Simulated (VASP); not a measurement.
These are PBE GGA, VASP's PBE PAW potentials (set 64) (plane waves; VASP 6.6.1) values and carry that method's errors.

A VASP calculation is set up with these files.

KPOINTS:
```
kpoints
0
Gamma
 4 4 4
0 0 0
```

POSCAR:
```
Zn4S3Se
1.0
  5.5148232329   0.0000000000   0.0000000000
  0.0000000000   5.5148232329   0.0000000000
  0.0000000000   0.0000000000   5.5148232329
Zn Se S
4 1 3
direct
  0.9933728539   0.9933728539   0.9933728539
  0.5066271461   0.5066271461   0.9933728539
  0.5066271461   0.9933728539   0.5066271461
  0.9933728539   0.5066271461   0.5066271461
  0.2500000000   0.2500000000   0.2500000000
  0.7500000000   0.7500000000   0.2500000000
  0.7500000000   0.2500000000   0.7500000000
  0.2500000000   0.7500000000   0.7500000000
```

**INCAR**
```
! general
SYSTEM  = Zn4S3Se
PREC    = Accurate
ENCUT   = 400
LREAL   = F
LASPH   = T

! electronic loop
EDIFF   = 1E-6
NELM    = 100
ALGO    = Normal
LMAXMIX = 4

! smearing
ISMEAR  = 0
SIGMA   = 0.05

! functional
GGA     = PE

! output
LWAVE   = F
LCHARG  = T
```

POTCAR, in this order: Zn Se S (PBE.64 set). Program: vasp_std.

The run wrote:

File OUTCAR:
```
 ion  position               nearest neighbor table
   1  0.993  0.993  0.993-   6 2.37   7 2.37   8 2.37   5 2.45
   2  0.507  0.507  0.993-   6 2.37   7 2.37   8 2.37   5 2.45
   3  0.507  0.993  0.507-   6 2.37   7 2.37   8 2.37   5 2.45
   4  0.993  0.507  0.507-   6 2.37   7 2.37   8 2.37   5 2.45
   5  0.250  0.250  0.250-   1 2.45   2 2.45   3 2.45   4 2.45
   6  0.750  0.750  0.250-   1 2.37   2 2.37   3 2.37   4 2.37
   7  0.750  0.250  0.750-   1 2.37   2 2.37   3 2.37   4 2.37
   8  0.250  0.750  0.750-   1 2.37   2 2.37   3 2.37   4 2.37
  LATTYP: Found a simple cubic cell.
 ALAT       =     5.5148232329
 Subroutine PRICEL returns:
 Original cell was already a primitive cell.
 Subroutine GETGRP returns: Found 24 space group operations
The static configuration has the point symmetry C_3v.
 The point group associated with its full space group is T_d .
The dynamic configuration has the point symmetry C_3v.
 Subroutine INISYM returns: Found 24 space group operations
 Subroutine IBZKPT returns following result:
 Found     10 irreducible k-points:

 Following reciprocal coordinates:
            Coordinates               Weight
  0.000000  0.000000  0.000000      1.000000
  0.250000  0.000000  0.000000      6.000000
  0.500000  0.000000  0.000000      3.000000
  0.250000  0.250000  0.000000     12.000000
  0.500000  0.250000  0.000000     12.000000
  0.500000  0.500000  0.000000      3.000000
  0.250000  0.250000  0.250000      8.000000
  0.500000  0.250000  0.250000     12.000000
  0.500000  0.500000  0.250000      6.000000
  0.500000  0.500000  0.500000      1.000000
   k-points           NKPTS =     10   k-points in BZ     NKDIM =     10   number of bands    NBANDS=     43
   number of dos      NEDOS =    301   number of ions     NIONS =      8
   total plane-waves  NPLWV =  46656
   dimension x,y,z NGX =    36 NGY =   36 NGZ =   36
   dimension x,y,z NGXF=    72 NGYF=   72 NGZF=   72
   ions per type =               4   1   3
   PREC   = accura    normal or accurate (medium, high low for compatibility)
...
```

### OSZICAR
```
       N       E                     dE             d eps       ncg     rms          rms(c)
DAV:   1     0.516198428624E+03    0.51620E+03   -0.28826E+04   860   0.165E+03
DAV:   2     0.348827492413E+02   -0.48132E+03   -0.46830E+03   892   0.388E+02
DAV:   3    -0.256252825784E+02   -0.60508E+02   -0.60038E+02   965   0.139E+02
DAV:   4    -0.280611692281E+02   -0.24359E+01   -0.24267E+01  1016   0.278E+01
DAV:   5    -0.281001185369E+02   -0.38949E-01   -0.38922E-01  1010   0.357E+00    0.127E+01
DAV:   6    -0.264790480177E+02    0.16211E+01   -0.36729E+00  1284   0.414E+01    0.969E+00
DAV:   7    -0.265490206684E+02   -0.69973E-01   -0.37879E+00   933   0.780E+00    0.433E+00
DAV:   8    -0.265157018729E+02    0.33319E-01   -0.27301E-01  1084   0.543E+00    0.168E+00
DAV:   9    -0.265175823250E+02   -0.18805E-02   -0.46379E-02  1085   0.286E+00    0.408E-01
DAV:  10    -0.265178583093E+02   -0.27598E-03   -0.39499E-03   967   0.550E-01    0.233E-01
DAV:  11    -0.265182338584E+02   -0.37555E-03   -0.11112E-03  1069   0.173E-01    0.730E-02
DAV:  12    -0.265182891284E+02   -0.55270E-04   -0.23162E-04   988   0.107E-01    0.465E-02
DAV:  13    -0.265183189261E+02   -0.29798E-04   -0.78137E-05   911   0.392E-02    0.164E-02
DAV:  14    -0.265183201620E+02   -0.12359E-05   -0.49353E-06   909   0.250E-02    0.736E-03
DAV:  15    -0.265183202807E+02   -0.11864E-06   -0.15702E-06   654   0.102E-02
   1 F= -.26518320E+02 E0= -.26518320E+02  d E =-.179512E-13
```

OUTCAR:
```
------------------------ aborting loop because EDIFF is reached ----------------------------------------
  FORCE on cell =-STRESS in cart. coord.  units (eV):
  Direction    XX          YY          ZZ          XY          YZ          ZX
  --------------------------------------------------------------------------------------
  Total       -0.0526006     -0.0526006     -0.0526006      0.0000000      0.0000000      0.0000000
  in kB       -0.5024655     -0.5024655     -0.5024655      0.0000000      0.0000000      0.0000000
  external PRESSURE =      -0.5024655 kB  Pullay stress =       0.0000000 kB
  volume of cell :      167.72
      direct lattice vectors                 reciprocal lattice vectors
     5.514823233  0.000000000  0.000000000     0.181329475  0.000000000  0.000000000
     0.000000000  5.514823233  0.000000000     0.000000000  0.181329475  0.000000000
     0.000000000  0.000000000  5.514823233     0.000000000  0.000000000  0.181329475
 POSITION                                       TOTAL-FORCE (eV/Angst)
 -----------------------------------------------------------------------------------
      5.47828      5.47828      5.47828         0.011238      0.011238      0.011238
      2.79396      2.79396      5.47828        -0.011238     -0.011238      0.011238
      2.79396      5.47828      2.79396        -0.011238      0.011238     -0.011238
      5.47828      2.79396      2.79396         0.011238     -0.011238     -0.011238
      1.37871      1.37871      1.37871        -0.000000     -0.000000     -0.000000
      4.13612      4.13612      1.37871        -0.000000     -0.000000     -0.000000
      4.13612      1.37871      4.13612        -0.000000     -0.000000     -0.000000
      1.37871      4.13612      4.13612        -0.000000     -0.000000     -0.000000
 -----------------------------------------------------------------------------------
    total drift:                               -0.000001     -0.000001      0.000000
  FREE ENERGIE OF THE ION-ELECTRON SYSTEM (eV)
  ---------------------------------------------------
  free  energy   TOTEN  =       -26.5183202807 eV

  energy  without entropy=      -26.5183202807  energy(sigma->0) =      -26.51832028
```
(Selected blocks of OUTCAR.)

The structure was generated: Zn4S3Se was put into an ordered model structure (P-43m), which need not be its known phase. It was relaxed first.
